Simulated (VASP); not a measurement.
SnO (litharge) relaxed at rising pressure, in one space group throughout; other phases were not tried. The pressures are those reached. Calculation: PBE GGA, VASP's PBE PAW potentials (set 64) (plane waves; VASP).

Without a dispersion term in the relaxation, distances and binding between the weakly bound layers, chains or molecules are unreliable, and so is what depends on them.

```tsv
P (GPa)	V (Å³/atom)	k-mesh
-0.07	18.897	6×6×5
5.01	16.444	8×8×7
9.91	15.339	8×8×7
20.09	13.943	8×8×7
30.00	13.124	9×9×8
```

A change of mesh leaves a small step in the series.

Fit an equation of state and predict the volume at 45.05 GPa.

Least squares on the third-order Birch-Murnaghan form, P = (3B0/2)(y⁷ − y⁵)[1 + (3/4)(B′ − 4)(y² − 1)] with y = (V0/V)^(1/3), gives V0 = 18.847 Å³/atom, B0 = 22 GPa and B′ = 8.2, and so 12.252 Å³/atom. The run gave 12.231 Å³/atom, -0.2 % from the fit.

Pressures at which the relaxation failed are left out.

The compound is SnO in the litharge structure.
